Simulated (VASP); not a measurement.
Shape and ions are relaxed at each volume.

Energy against volume of Er (hcp). Computed with r2SCAN meta-GGA, VASP's PBE PAW potentials (set 64) (plane waves; VASP).

The 4f electrons are frozen in the core of the lanthanide potential, so 4f levels, which can set the real gap, and their magnetism are missing.

```tsv
V (Å³/atom)	E (eV/atom)
28.898	-33.88544
29.820	-33.90023
30.743	-33.90592
31.665	-33.90356
32.587	-33.89408
```

**Question.** Fit a third-order Birch-Murnaghan equation of state.

**Answer.** 
```
Quantity                                         Result
---------------------------------------  --------------
volume per atom                          30.92 Å^3/atom
bulk modulus                                   45.8 GPa
pressure derivative of the bulk modulus            3.10
```

Measured: bulk modulus 44.4 GPa (computed value off by +3.0 %), as given by Wikipedia, Erbium (infobox). The calculation is for a static lattice, while the measured bulk modulus holds thermal and zero-point effects, which are part of the difference.

The compound is Er in the hcp structure. It was relaxed first.
